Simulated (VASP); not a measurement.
# A VASP study of LaCrGe3 (r2SCAN + U): structure first, properties next, part 2 of 2

What structure and properties does r2SCAN + U give LaCrGe3, and how near are they to the measured ones? The start is a cell from a database of measured crystal structures.

VASP 6.6.1; r2SCAN, DFT+U (Cr d 5 eV), spin-polarised from a ferromagnetic start; plane waves and PAW (La, Cr_pv, Ge_d).

Still holding for the runs below: The magnetic state follows from one typed start and may not be the lowest. A U on the itinerant d states of such a compound is hard to justify; it moves the bands at the Fermi level and favours large moments.

So far, moment of the cell, from the last line of the log (μB): step 2 (full relaxation (r2SCAN + U)) 6.82; step 3 (second relaxation) 6.81; step 4 (single point with fields (r2SCAN + U)) 6.81; step 5 (bands along the symmetry lines (r2SCAN + U)) 6.81. The relaxed cell has a = 6.326, c = 6.176 Å (conventional setting).

### Step 6. Density of states (r2SCAN + U)

Here the states are counted by energy and projected on the atoms. The mesh is finer than in the run before.

The input, INCAR:

```
SYSTEM = LaCrGe3
PREC = Accurate
ENCUT = 410
EDIFF = 1E-06
NELM = 150
ISMEAR = -5
SIGMA = 0.05
LREAL = .FALSE.
ALGO = Normal
METAGGA = R2SCAN
LASPH = .TRUE.
NBANDS = 104
ISPIN = 2
MAGMOM = -0.137 -0.137 4.02 4.02 -0.117 -0.117 -0.117 -0.117 -0.117 -0.117
LDAU = .TRUE.
LDAUTYPE = 2
LDAUL = -1 2 -1
LDAUU = 0 5 0
LDAUJ = 0 0 0
LDAUPRINT = 1
LMAXMIX = 6
AMIX = 0.2
BMIX = 1E-04
AMIX_MAG = 0.8
BMIX_MAG = 1E-04
LORBIT = 11
LWAVE = .FALSE.
LCHARG = .FALSE.
KPAR = 8
NEDOS = 2001
```

The input, POSCAR:

```
LaCrGe3
1.0
    6.3258938486      0.0000000000      0.0000000000
   -3.1629469244      5.4783847746      0.0000000000
    0.0000000000      0.0000000000      6.1759869103
La Cr Ge
2 2 6
Direct
    0.3333333333      0.6666666667      0.7500000000
    0.6666666667      0.3333333333      0.2500000000
    0.0000000000      0.0000000000      0.0000000000
    0.0000000000      0.0000000000      0.5000000000
    0.2011065696      0.4022131393      0.2500000000
    0.7988934304      0.2011065696      0.7500000000
    0.5977868607      0.7988934304      0.2500000000
    0.7988934304      0.5977868607      0.7500000000
    0.2011065696      0.7988934304      0.2500000000
    0.4022131393      0.2011065696      0.7500000000
```

The input, KPOINTS:

```
Automatic mesh
0
Gamma
6 6 6
0 0 0
```

PAW data sets: La, Cr_pv and Ge_d (PBE family, release 64).

Command:

```
$ mpirun -np 8 vasp_std
```

The job ended after 24 min (8 MPI ranks of AMD EPYC 7R43, shared host; peak memory 5.8 GiB; 3.1 h of CPU time).

With tetrahedra the forces and stress of a metal are not exact derivatives of the energy.

Numbers from this step:

```yaml
scf_cycles: 25
irreducible_k_points: 28
free_energy_toten: -171.9747 eV
fermi_energy: 7.462 eV
pressure: -0.2175 GPa
moment_of_the_cell_from_the_last_line_of_the_log: 6.604 μB
dos_at_the_fermi_level: 8.028 states/eV/cell
```

The density of states has structure finer than the step of the table below, so its rows give means over 0.5 eV, whole bins alone (the curve runs from -12.0 to 1.83 eV). Peaks (eV: height): total up -7.65: 9.47, -3.95: 9.08, -3.77: 8.60, -3.32: 6.83; total down -11.26: 6.69, -7.83: 6.17, -3.50: 4.73, -2.60: 5.53; Cr d up -3.95: 4.03, -3.77: 4.27, -3.32: 4.11, -2.42: 3.90; Cr d down -2.60: 0.134, -0.16: 0.171, 0.56: 0.187, 0.93: 0.142; Ge p up -3.95: 1.68, -3.77: 1.28, -2.14: 1.03, -1.69: 1.55.

States under -12.0 eV and over 1.8 eV are left out. Density of states against energy, zero at the Fermi level; means over each step; 7 of 14 lines; values in states/eV/cell:

```csv
energy (eV),total up,total down,Cr d up,Cr d down,Ge p up,Ge p down,La f up
-11.5,1.33,2.59,0.00209,0.00340,0.0602,0.127,5.0e-4
-11.0,2.47,0.917,0.0129,0.00202,0.134,0.0486,0.00145
-10.5,0,0,0,0,0,0,0
-10.0,0,0,0,0,0,0,0
-9.5,0.00164,0.00210,1.0e-5,2.6e-6,7.3e-5,9.4e-5,0
-9.0,0.924,1.09,0.00575,0.00137,0.0439,0.0495,4.6e-5
-8.5,1.11,1.31,0.00859,0.00264,0.0568,0.0637,4.0e-4
-8.0,1.85,3.37,0.0322,0.0204,0.0865,0.149,0.00206
-7.5,4.05,2.19,0.219,0.0337,0.159,0.0926,0.00932
-7.0,0.0625,0.0464,0.00397,0.00100,0.00223,0.00182,2.6e-4
-6.5,5.2e-5,0,4.7e-6,0,9.4e-6,0,0
-6.0,0.0362,0,0.00413,0,0.00995,0,7.5e-5
-5.5,0.237,0.0271,0.0332,1.0e-4,0.0634,0.0100,7.0e-4
-5.0,1.13,0.300,0.263,0.00154,0.267,0.109,0.00259
-4.5,2.28,1.18,0.606,0.00987,0.503,0.393,0.00383
-4.0,5.96,2.21,2.71,0.0221,1.01,0.719,0.00745
-3.5,5.27,2.59,3.16,0.0304,0.562,0.854,0.00603
-3.0,5.13,3.48,2.61,0.0607,0.737,1.18,0.0121
-2.5,5.90,4.03,3.25,0.0952,0.855,1.38,0.0256
-2.0,4.12,2.62,1.33,0.0603,0.906,0.934,0.0349
-1.5,3.20,1.25,1.04,0.0316,0.684,0.416,0.0351
-1.0,1.09,2.02,0.348,0.0752,0.219,0.606,0.0190
-0.5,1.43,2.20,0.450,0.114,0.273,0.592,0.0472
0.0,2.68,2.09,0.724,0.116,0.478,0.552,0.116
0.5,2.22,1.89,0.456,0.0855,0.404,0.416,0.141
1.0,3.83,2.40,0.404,0.102,0.695,0.425,0.534
1.5,3.80,2.52,0.212,0.0831,0.584,0.365,1.08
```

The finer mesh and the other smearing move the Fermi level by -0.02 eV from the 4×4×4 run, a small shift, which tests the Fermi level alone. Of the states within 0.3 eV of the Fermi level, the largest shares in the PAW spheres are Ge p 21 %, Cr d 18 % and La d 8 %. The rest lies in smaller channels or between the spheres.

### Step 7. Summary of results

```yaml
relaxed_volume: 21.40 Å³/atom
relaxed_conventional_cell_a_b_c: 6.326, 6.326, 6.176 Å; angles 90.0, 90.0, 120.0°
space_group_after_relaxing_within_0p02_a: P6_3/mmc (No. 194)
moment_of_the_cell_6x6x6_mesh: 6.60 μB
largest_site_moment_6x6x6_mesh: 4.01 μB on Cr3
band_gap: none, a metal
dos_at_the_fermi_level: 8.03 states/eV/cell
```

With r2SCAN + U, LaCrGe3 relaxes to 21.40 Å³/atom in space group P6_3/mmc, comes out as a metal and keeps moments of up to 4.01 μB (6×6×6 mesh). Against the listed cell the volume lies +11.5 % (a +2.0 %, c +7.1 %). Bands along the symmetry lines (r2SCAN + U), spin up: Of the bands kept, 3 cross the Fermi level on this path. Bands along the symmetry lines (r2SCAN + U), spin down: Of the bands kept, 4 cross the Fermi level on this path. Spin-orbit coupling is left out, and with elements this heavy it would split and shift bands near the Fermi level. The k-sampling is coarse for a metal, so the Fermi level, moments, pressures and the shape of the cell carry errors. Only the typed magnetic starts were tried, so the magnetic ground state may differ and with it the other results. In such a metal, moments, volume and the states at the Fermi level hinge on the chosen U. No search among competing phases was made, and a listed structure need not be the one stable at ambient conditions. All values are for a static lattice at zero temperature.

Comparison with the measured values:

| quantity | measured | r2SCAN, DFT+U |
| --- | --- | --- |
| lattice constant a (Å) | 6.169 | 6.326 (+2.5 %) |
| lattice constant c (Å) | 5.752 | 6.176 (+7.4 %) |
| moment of Cr (spin moment of the cell, by atom) (μB) | 1.25 | 3.30 (+164.2 %) |

Measured values from arxiv:2109.07366 (2021) and arxiv:1305.7258 (2013).

How well it matches: The lattice constant a is off by +2.5 %. The lattice constant c is off by +7.4 %. The moment of Cr is off by +164.2 %. For lattice constants the calculation has a static lattice, without zero-point motion or thermal expansion (measured at up to 5 K).

[Lines on the potential files, build, host, timing and source positions are cut from VASP's logs without a mark.]

[Logs are printed without paths, hosts, clocks, repeated set-up lines and the standing remarks that a program may print on its own settings, such as how far it seeks lower states.]

[Hosts, paths, dates, database ids (printed as entryN), source tags and the programs' standing remarks are cut or masked in the printed files.]

[A measured line is paired with the nearest computed mode of its activity, which favours agreement.]
